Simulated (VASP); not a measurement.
Input:

```yaml
crystal:
  lattice:
    - [0.00000, 3.13431, 3.13431]
    - [3.13431, 0.00000, 3.13431]
    - [3.13431, 3.13431, 0.00000]
  atoms:
    - { symbol: Zr, position: [0.00000, 0.00000, 0.00000] }
    - { symbol: Al, position: [0.25000, 0.25000, 0.25000] }
```

Calculation: PBE GGA, VASP's PBE PAW potentials (set 64) (plane waves; VASP 6.6.1). Numerical set-up: 400 eV cut-off, Gaussian smearing of 0.050 eV, potentials Zr_sv Al.

### Question
What does the run give for the band gap (along the path) with the smallest direct gap where there is one?

### Answer

The band gap (along the path) is none (metal, semimetal or under 0.01 eV).

The absolute energy has meaning only against runs of the same code, potentials and settings.

The structure was generated: ZrAl was put into the zinc blende type (F-43m), which need not be its known phase. It was relaxed first, which changed the volume by -23 %. The electron count is odd and the run is not spin-polarised, which forces a metal.
